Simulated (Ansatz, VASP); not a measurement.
## Cross-check of Zr5Si2O14 (amorphous 71ZrO2-29SiO2 (mol %)) between VASP and Ansatz

Wanted: the spread between two codes on one cell, functional and k mesh. The structure shown is the start of the Ansatz relaxation below; VASP solves that cell, so the two are compared at the walk's first step.

Program: Ansatz 0.2.0. Level of theory: plane waves, with VASP 6.6.1 beside it; single point at PBE. Results are calculated unless marked as measured.

**1. Starting point**

The cell holds 84 atoms: 20 Zr, 8 Si and 56 O. Cell: a = 10.476 Å, b = 10.476 Å, c = 10.476 Å, α = 90.0°, β = 90.0°, γ = 90.0°. As first built, before any earlier steps moved the atoms (in the runner's words): 84 atoms (20 Zr, 8 Si, 56 O) placed at random at 4.25 g/cm^3, melted at 5000 K for 10 ps at fixed volume with the Morse and Coulomb pair potential with partial charges (Pedone, Malavasi, Menziani, Cormack and Segre, J. Phys. Chem. B 110, 11780 (2006)). Quenched from 5000 K to 300 K at 50 K/ps and fixed volume, held 5 ps, then minimised at fixed cell.

**2. Ansatz: relaxation, PBE**

Ansatz runs on its default PAW (the set named soft_2) files.

The two programs are compared at the cell with which this relaxation starts, whose forces are those of its first step.

File input.yaml:

```yaml
crystal:
  lattice:
    - [10.4762, 0.0, 0.0]
    - [0.0, 10.4762, 0.0]
    - [0.0, 0.0, 10.4762]
  atoms:
    - { symbol: Zr, position: [0.16367, 0.47901, 0.32599] }
    - { symbol: Zr, position: [0.40738, 0.54305, 0.84431] }
    - { symbol: Zr, position: [0.0816, 0.84213, 0.27622] }
    - { symbol: Zr, position: [0.87572, 0.61135, 0.04376] }
    - { symbol: Zr, position: [0.05732, 0.94691, 0.591] }
    - { symbol: Zr, position: [0.93494, 0.64811, 0.49908] }
    - { symbol: Zr, position: [0.3812, 0.3031, 0.06006] }
    - { symbol: Zr, position: [0.6731, 0.32332, 0.93878] }
    - { symbol: Zr, position: [0.79728, 0.121, 0.72403] }
    - { symbol: Zr, position: [0.3573, 0.77566, 0.40838] }
    - { symbol: Zr, position: [0.92209, 0.92143, 0.95426] }
    - { symbol: Zr, position: [0.25609, 0.25309, 0.64186] }
    - { symbol: Zr, position: [0.71638, 0.67726, 0.76585] }
    - { symbol: Zr, position: [0.7638, 0.90433, 0.44203] }
    - { symbol: Zr, position: [0.63506, 0.10898, 0.23705] }
    - { symbol: Zr, position: [0.55812, 0.99504, 0.89822] }
    - { symbol: Zr, position: [0.42719, 0.82256, 0.09881] }
    - { symbol: Zr, position: [0.44264, 0.40522, 0.3598] }
    - { symbol: Zr, position: [0.971, 0.25647, 0.46482] }
    - { symbol: Zr, position: [0.92687, 0.41403, 0.76871] }
    - { symbol: Si, position: [0.54966, 0.388, 0.6626] }
    - { symbol: Si, position: [0.18336, 0.73189, 0.74614] }
    - { symbol: Si, position: [0.22886, 0.99857, 0.87486] }
    - { symbol: Si, position: [0.64802, 0.65632, 0.26927] }
    - { symbol: Si, position: [0.85542, 0.295, 0.17688] }
    - { symbol: Si, position: [0.14662, 0.54125, 0.98358] }
    - { symbol: Si, position: [0.51111, 0.02515, 0.56375] }
    - { symbol: Si, position: [0.10431, 0.16972, 0.18308] }
    - { symbol: O, position: [0.76288, 0.50387, 0.89663] }
    - { symbol: O, position: [0.33683, 0.58286, 0.39712] }
    - { symbol: O, position: [0.77615, 0.97557, 0.25971] }
    - { symbol: O, position: [0.40288, 0.37654, 0.71842] }
    - { symbol: O, position: [0.0902, 0.2828, 0.29777] }
    - { symbol: O, position: [0.2776, 0.82413, 0.22629] }
    - { symbol: O, position: [0.4906, 0.24527, 0.23706] }
    - { symbol: O, position: [0.95457, 0.84796, 0.44116] }
    - { symbol: O, position: [0.19931, 0.88233, 0.46144] }
    - { symbol: O, position: [0.51174, 0.42727, 0.97227] }
    - { symbol: O, position: [0.08349, 0.66136, 0.35996] }
    - { symbol: O, position: [0.86001, 0.05254, 0.53997] }
    - { symbol: O, position: [0.58886, 0.80162, 0.85951] }
    - { symbol: O, position: [0.70936, 0.67203, 0.13351] }
    - { symbol: O, position: [0.95235, 0.98775, 0.75998] }
    - { symbol: O, position: [0.27555, 0.35172, 0.46433] }
    - { symbol: O, position: [0.39263, 0.66636, 0.99637] }
    - { symbol: O, position: [0.84773, 0.25938, 0.86688] }
    - { symbol: O, position: [0.25905, 0.44486, 0.94726] }
    - { symbol: O, position: [0.60563, 0.04122, 0.43285] }
    - { symbol: O, position: [0.55269, 0.37302, 0.51837] }
    - { symbol: O, position: [0.23043, 0.18584, 0.10364] }
    - { symbol: O, position: [0.52068, 0.76055, 0.27764] }
    - { symbol: O, position: [0.24927, 0.12925, 0.80495] }
    - { symbol: O, position: [0.51657, 0.18431, 0.9532] }
    - { symbol: O, position: [0.36341, 0.94396, 0.93833] }
    - { symbol: O, position: [0.63739, 0.29553, 0.7437] }
    - { symbol: O, position: [0.40326, 0.12592, 0.579] }
    - { symbol: O, position: [0.00698, 0.49954, 0.92958] }
    - { symbol: O, position: [0.8681, 0.28475, 0.62777] }
    - { symbol: O, position: [0.60393, 0.0373, 0.69428] }
    - { symbol: O, position: [0.15439, 0.67262, 0.88765] }
    - { symbol: O, position: [0.46498, 0.88217, 0.53341] }
    - { symbol: O, position: [0.75392, 0.02179, 0.90632] }
    - { symbol: O, position: [0.8565, 0.745, 0.89243] }
    - { symbol: O, position: [0.08213, 0.03638, 0.24898] }
    - { symbol: O, position: [0.9943, 0.45796, 0.44998] }
    - { symbol: O, position: [0.85347, 0.56572, 0.66192] }
    - { symbol: O, position: [0.96728, 0.7918, 0.11321] }
    - { symbol: O, position: [0.58763, 0.5233, 0.29475] }
    - { symbol: O, position: [0.11141, 0.97614, 0.96564] }
    - { symbol: O, position: [0.31605, 0.41779, 0.20807] }
    - { symbol: O, position: [0.19855, 0.88987, 0.7523] }
    - { symbol: O, position: [0.11426, 0.55481, 0.12982] }
    - { symbol: O, position: [0.5492, 0.97713, 0.10764] }
    - { symbol: O, position: [0.309, 0.65821, 0.71328] }
    - { symbol: O, position: [0.72252, 0.24317, 0.11269] }
    - { symbol: O, position: [0.75317, 0.80084, 0.61208] }
    - { symbol: O, position: [0.10558, 0.13931, 0.55798] }
    - { symbol: O, position: [0.10747, 0.37256, 0.70213] }
    - { symbol: O, position: [0.86112, 0.44282, 0.15253] }
    - { symbol: O, position: [0.57255, 0.53964, 0.72032] }
    - { symbol: O, position: [0.06621, 0.7294, 0.64423] }
    - { symbol: O, position: [0.75646, 0.70069, 0.37672] }
    - { symbol: O, position: [0.9704, 0.21262, 0.11523] }
    - { symbol: O, position: [0.83192, 0.24789, 0.32164] }
kpoints:
  mp_grid: { grid: [1, 1, 1] }
hamiltonian:
  xc: pbe
scf:
  occupations: { method: fermi_dirac, width: 0.025 }
output:
  forces: true
relax:
  f_tol: 0.04
  max_steps: 250
  cell: {}
```

Launch:

```bash
$ ansatz run input.yaml --threads 4 --pin off --max-ram 8192MiB --backend cpu --events-out ev --progress --plain --runs-dir out
```

Numbers of over 12 decimals in the logs are rounded to 6 here.

Log:

```text
Engine: ansatz 0.2.0, aarch64-unknown-linux-gnu
Pseudopotentials: kind: paw
Pseudopotential: Zr, paw, valence charge 12, recommended cutoff 420 eV (normal), Zr.paw.azcp
Pseudopotential: Si, paw, valence charge 4, recommended cutoff 420 eV (normal), Si.paw.azcp
Pseudopotential: O, paw, valence charge 6, recommended cutoff 420 eV (normal), O.paw.azcp
Functional definition: PBE
  parameter kappa = 0.804
  parameter beta = 0.066725
  exchange = pbe_x(kappa = kappa, mu = beta*pi^2/3)
  correlation = pbe_c(beta = beta)
Crystal: 84 atoms, lattice volume = 1149.771 Å³
Basis set: ecut = 420 eV, 22575 PW (Γ), exchange–correlation on 144×144×144 points (8 copies of the dense FFT grid, shifted against one another)
Bands: 388, of which v1, the nominal top of the filled ones, is band 304 counted from 1 (303 counted from 0)
Symmetry: 1 space group operations
Space group: P1 (ITA 1), of the structure as read, at distance tolerance 1.0e-4 Å
k-points: 1
Non-local potential: Zr, projectors of the file, l = 0: 3, l = 1: 2, l = 2: 2, l = 3: 2
Non-local potential: Si, projectors of the file, l = 0: 2, l = 1: 2, l = 2: 2
Non-local potential: O, projectors of the file, l = 0: 2, l = 1: 2, l = 2: 1
PAW form: soft (Blöchl's): semilocal exchange-correlation on the pseudo side does not see the compensation charge
PAW one-centre angular grid: Zr, 590 points (default); XC on 64 Gauss nodes
PAW one-centre angular grid: Si, 110 points (default); XC on 64 Gauss nodes
PAW one-centre angular grid: O, 110 points (default); XC on 64 Gauss nodes
Initial density: superposition of atomic densities (neutral atoms: chi_scale 0, normalization atom), corrected by the library's trained network
Initial wavefunctions: pseudopotential atomic-orbital guess
Functional: x = pbe(κ = 0.804, μ = 0.219515), c = pbe(β = 0.066725)
SCF iter   1: F=—  HF=-120657.319926 eV  |F-HF|=—  |Δ(HF+E_count)|=         —  Δρ=3.76e-3  dr2=1.37e-1  ethr=1.77e-3  ⟨swp⟩=6.0  Hψ=1575  notcnv=0  defer=4
preconditioner: auto → Resta (q_TF=auto, 2.453 Å⁻¹)  ε∞=3.8  [insulator: Δε(μ)=2.936 eV  Ē_g=15.601 eV  σ=0.025 eV  W_gap=1.00  n_scr=256 (ndim 8)  ℏωp=26.1 eV  f_vac=0.101  D(μ)=0.00/eV (n_scr^D=0)  ε∞_Penn≈3.8]
SCF iter   2: F=—  HF=-120657.303105 eV  |F-HF|=—  |Δ(HF+E_count)|=   1.68e-2  Δρ=1.96e-3  dr2=2.53e-2  ethr=2.25e-5  ⟨swp⟩=2.0  Hψ=755  notcnv=0  defer=80
SCF iter   3: F=—  HF=-120657.305728 eV  |F-HF|=—  |Δ(HF+E_count)|=   2.62e-3  Δρ=8.94e-4  dr2=7.45e-3  ethr=4.16e-6  ⟨swp⟩=2.0  Hψ=498  notcnv=0  defer=80
SCF iter   4: F=—  HF=-120657.307706 eV  |F-HF|=—  |Δ(HF+E_count)|=   1.98e-3  Δρ=2.54e-4  dr2=8.02e-4  ethr=1.23e-6  ⟨swp⟩=2.0  Hψ=483  notcnv=0  defer=80
SCF iter   5: F=—  HF=-120657.307952 eV  |F-HF|=—  |Δ(HF+E_count)|=   2.46e-4  Δρ=1.56e-4  dr2=2.81e-4  ethr=1.32e-7  ⟨swp⟩=2.0  Hψ=531  notcnv=0  defer=80
SCF iter   6: F=—  HF=-120657.307955 eV  |F-HF|=—  |Δ(HF+E_count)|=   3.17e-6  Δρ=5.81e-5  dr2=4.01e-5  ethr=4.62e-8  ⟨swp⟩=2.0  Hψ=481  notcnv=0  defer=80
SCF iter   7: F=—  HF=-120657.310333 eV  |F-HF|=—  |Δ(HF+E_count)|=   2.38e-3  Δρ=3.32e-5  dr2=1.19e-5  ethr=6.60e-9  ⟨swp⟩=2.0  Hψ=657  notcnv=0  defer=80
SCF iter   8: F=—  HF=-120657.310336 eV  |F-HF|=—  |Δ(HF+E_count)|=   2.65e-6  Δρ=9.81e-6  dr2=1.25e-6  ethr=1.96e-9  ⟨swp⟩=2.0  Hψ=531  notcnv=0  defer=80
SCF iter   9: F=—  HF=-120657.310337 eV  |F-HF|=—  |Δ(HF+E_count)|=   1.35e-6  Δρ=5.90e-6  dr2=4.11e-7  ethr=2.06e-10  ⟨swp⟩=2.0  Hψ=531  notcnv=0  defer=80
SCF iter  10: F=-120657.310337 eV  HF=-120657.310337 eV  |F-HF|=1.09e-9  |Δ(HF+E_count)|=   1.07e-7  Δρ=2.61e-6  dr2=7.87e-8  ethr=1.64e-11  ⟨swp⟩=2.0  Hψ=1226  notcnv=0
SCF 1 converged in 10 iterations: F = -120657.310337 eV  dr2 = 7.87e-8
  greatest PAW one-centre occupation: 0.995 electrons in one spin orbital (limit 2), on the Zr atom at site 19 (counted from 0), in its partial waves of l = 0
relax step   1: F+E_penalty+E_count = -120657.31033723 eV  Δ(F+E_penalty+E_count) = +0.000e0 eV  max|allowed force component| = 3.081e0 eV/Å  Δτ_max = 0.0000 Å  P = -2.215 GPa  Ω = 1149.771 Å³  (10 SCF iters, dr2 threshold 1.00e-7 eV, accepted)
Crystal: 84 atoms, lattice volume = 1102.326 Å³
Basis set: ecut = 420 eV, 21549 PW (Γ), exchange–correlation on 144×144×144 points (8 copies of the dense FFT grid, shifted against one another)
Initial density: handed on by an earlier stage of this run
Initial wavefunctions: those handed on with the density
iter 1 solved again at ethr=2.62e-4 eV; its pass at ethr=3.10e-3 eV (dr2=1.59e0 eV) is discarded
SCF iter   1: F=—  HF=-120660.145957 eV  |F-HF|=—  |Δ(HF+E_count)|=         —  Δρ=1.33e-2  dr2=1.60e0  ethr=2.62e-4  ⟨swp⟩=13.0  Hψ=2184  notcnv=0  defer=1
preconditioner: auto → Resta (q_TF=auto, 2.471 Å⁻¹)  ε∞=3.8  [insulator: Δε(μ)=3.173 eV  Ē_g=15.864 eV  σ=0.025 eV  W_gap=1.00  n_scr=264 (ndim 8)  ℏωp=26.7 eV  f_vac=0.080  D(μ)=0.00/eV (n_scr^D=0)  ε∞_Penn≈3.8]
[...]
atom  62  O      0.00176892    -0.00220236    -0.00054004
  atom  63  O     -0.00029862     0.00431860    -0.00097879
  atom  64  O      0.00022393    -0.00296258    -0.00015553
  atom  65  O      0.00210715    -0.00119180    -0.00106475
  atom  66  O      0.00095683    -0.00168334     0.00021099
  atom  67  O     -0.00080783    -0.00019810     0.00173989
  atom  68  O     -0.00202863    -0.00053571    -0.00022208
  atom  69  O      0.00260567    -0.00004928     0.00022208
  atom  70  O      0.00298766     0.00187444     0.00137210
  atom  71  O      0.00113859     0.00192104     0.00363651
  atom  72  O      0.00259510    -0.00069168    -0.00099535
  atom  73  O     -0.00288196    -0.00241749     0.00128433
  atom  74  O     -0.00085623     0.00217139    -0.00045989
  atom  75  O      0.00289842     0.00008263    -0.00056718
  atom  76  O     -0.00079531     0.00181468    -0.00014877
  atom  77  O      0.00151830    -0.00002930    -0.00049201
  atom  78  O      0.00111484    -0.00137256    -0.00268824
  atom  79  O      0.00174677    -0.00622582     0.00162157
  atom  80  O     -0.00348336    -0.00303156    -0.00173365
  atom  81  O      0.00096401     0.00164673     0.00206752
  atom  82  O     -0.00243584    -0.00129964    -0.00173324
  atom  83  O      0.00179913    -0.00012395     0.00281194
  atom  84  O     -0.00060360    -0.00086446     0.00241430
  max |Σ_I F_I| component: 2.80e-5 eV/Å
--- Stress (GPa, compression-positive) ---
        0.004704       0.016783       0.005610
        0.016783      -0.010765       0.008193
        0.005609       0.008194      -0.024560
  P = ⅓ Tr σ = -0.0102 GPa (-0.102 kbar)
--- Relaxed structure (13 steps of the walk, 12 accepted, 2 SCFs on fresh bases) ---
  F+E_penalty+E_count = -120661.13811459 eV   max|allowed force component| = 9.878e-3 eV/Å   (the final SCF, on the basis selected at the relaxed cell)
  cell:  # Å, volume = 1112.6934 Å³
    - [10.596103, 0.172109, 0.00966655]
    - [0.172109, 10.287065, 0.140626]
    - [0.00966655, 0.140626, 10.212637]
  atoms:
    - { symbol: Zr, position: [0.171797, 0.485626, 0.326776] }
    - { symbol: Zr, position: [0.396005, 0.559283, 0.845877] }
    - { symbol: Zr, position: [0.086329, 0.841810, 0.267762] }
    - { symbol: Zr, position: [0.877972, 0.617495, 0.057048] }
    - { symbol: Zr, position: [0.039562, 0.954487, 0.583575] }
    - { symbol: Zr, position: [0.927743, 0.650914, 0.500134] }
    - { symbol: Zr, position: [0.378424, 0.296557, 0.069417] }
    - { symbol: Zr, position: [0.675588, 0.342988, 0.947334] }
    - { symbol: Zr, position: [0.788219, 0.126077, 0.718982] }
    - { symbol: Zr, position: [0.348111, 0.765703, 0.449786] }
    - { symbol: Zr, position: [0.915007, 0.929151, 0.955452] }
    - { symbol: Zr, position: [0.256655, 0.251413, 0.639233] }
    - { symbol: Zr, position: [0.722202, 0.684700, 0.762786] }
    - { symbol: Zr, position: [0.760132, 0.915298, 0.429188] }
    - { symbol: Zr, position: [0.617455, 0.096878, 0.196392] }
    - { symbol: Zr, position: [0.553254, 0.987338, 0.888434] }
    - { symbol: Zr, position: [0.423284, 0.805389, 0.116748] }
    - { symbol: Zr, position: [0.452595, 0.401866, 0.363786] }
    - { symbol: Zr, position: [0.977034, 0.270811, 0.472791] }
    - { symbol: Zr, position: [0.930769, 0.404084, 0.767732] }
    - { symbol: Si, position: [0.540010, 0.391788, 0.675271] }
    - { symbol: Si, position: [0.184586, 0.737642, 0.727189] }
    - { symbol: Si, position: [0.224378, 0.993160, 0.877769] }
    - { symbol: Si, position: [0.649543, 0.652970, 0.275403] }
    - { symbol: Si, position: [0.865890, 0.290223, 0.184234] }
    - { symbol: Si, position: [0.146183, 0.541137, 0.976543] }
    - { symbol: Si, position: [0.509940, 0.026897, 0.550251] }
    - { symbol: Si, position: [0.106851, 0.173786, 0.188551] }
    - { symbol: O, position: [0.763179, 0.515299, 0.906481] }
    - { symbol: O, position: [0.339772, 0.580802, 0.395018] }
    - { symbol: O, position: [0.768934, 0.982594, 0.245884] }
    - { symbol: O, position: [0.390909, 0.381560, 0.722354] }
    - { symbol: O, position: [0.098962, 0.293896, 0.293550] }
    - { symbol: O, position: [0.279657, 0.819239, 0.241105] }
    - { symbol: O, position: [0.484645, 0.241108, 0.244709] }
    - { symbol: O, position: [0.952513, 0.855484, 0.426177] }
    - { symbol: O, position: [0.193688, 0.874306, 0.474750] }
    - { symbol: O, position: [0.502361, 0.426317, 0.965650] }
    - { symbol: O, position: [0.085270, 0.663518, 0.367502] }
    - { symbol: O, position: [0.856428, 0.049959, 0.536522] }
    - { symbol: O, position: [0.587865, 0.804838, 0.842402] }
    - { symbol: O, position: [0.709472, 0.672184, 0.128900] }
    - { symbol: O, position: [0.943345, 0.997924, 0.764252] }
    - { symbol: O, position: [0.272818, 0.358891, 0.466011] }
    - { symbol: O, position: [0.416405, 0.659981, 1.004847] }
    - { symbol: O, position: [0.845834, 0.257168, 0.867271] }
    - { symbol: O, position: [0.260026, 0.436677, 0.944529] }
    - { symbol: O, position: [0.598998, 0.047972, 0.416261] }
    - { symbol: O, position: [0.559193, 0.366302, 0.524132] }
    - { symbol: O, position: [0.233257, 0.179966, 0.099391] }
    - { symbol: O, position: [0.525222, 0.756171, 0.292217] }
    - { symbol: O, position: [0.252853, 0.132947, 0.811044] }
[...]
- { symbol: O, position: [0.107064, 0.132889, 0.552412] }
    - { symbol: O, position: [0.093774, 0.354979, 0.688005] }
    - { symbol: O, position: [0.874178, 0.445217, 0.156388] }
    - { symbol: O, position: [0.564589, 0.544753, 0.723877] }
    - { symbol: O, position: [0.052088, 0.730526, 0.647833] }
    - { symbol: O, position: [0.763430, 0.694731, 0.377324] }
    - { symbol: O, position: [0.974074, 0.203092, 0.105009] }
    - { symbol: O, position: [0.848544, 0.246275, 0.335889] }
```

In the SCF lines HF is the Harris–Foulkes energy and dr2 the Hartree energy of the density residual, in eV; the loop may stop once dr2 is under the threshold and the program's other checks hold. Hψ counts applications of the Hamiltonian.

[end of part 1 of 2]

[Lines on the potential files, build, host, timing and source positions are cut from VASP's logs without a mark.]

[Logs are printed without paths, hosts, clocks, repeated set-up lines and the standing remarks that a program may print on its own settings, such as how far it seeks lower states.]

[Hosts, paths, dates, database ids (printed as entryN), source tags and the programs' standing remarks are cut or masked in the printed files.]
